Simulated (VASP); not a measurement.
Elastic constants (GPa) of a crystal from PBE GGA, VASP's PBE PAW potentials (set 64) in VASP 6.6.1:

```tsv
	xx	yy	zz	yz	xz	xy
xx	289.3	61.0	4.8	0.0	0.0	0.0
yy	61.0	289.3	4.8	0.0	0.0	0.0
zz	4.8	4.8	394.1	0.0	0.0	0.0
yz	0.0	0.0	0.0	174.1	0.0	0.0
xz	0.0	0.0	0.0	0.0	174.1	0.0
xy	0.0	0.0	0.0	0.0	0.0	114.1
```

Finite-difference elastic constants of metals are sensitive to mesh and smearing; shear constants can be off by tens of GPa.

**Question.** Work out the Voigt, Reuss and Hill moduli, Young's modulus and Poisson's ratio.

**Answer.** All eigenvalues are positive (smallest 114.1 GPa), so the crystal is stable. K_V = (C11+C22+C33+2(C12+C13+C23))/9 = (972.7 + 2×70.6)/9 = 123.8 GPa; G_V = (972.7 − 70.6 + 3×462.3)/15 = 152.6 GPa. From the compliances, K_R = 123.3 GPa and G_R = 145.4 GPa. Hill: K = 123.5 GPa, G = 149.0 GPa, E = 9KG/(3K+G) = 318.8 GPa, ν = (3K−2G)/(2(3K+G)) = 0.070. K/G = 0.83, below Pugh's 1.75; universal anisotropy A^U = 0.25.

**Question.** With a density of 1.89 g/cm³, what are the mean sound speeds?

**Answer.** v_l = √((K+4G/3)/ρ) = 13.05 km/s and v_t = √(G/ρ) = 8.88 km/s. The crystal is Be (hcp), hexagonal.

The compound is Be in the hcp structure. It was relaxed first.
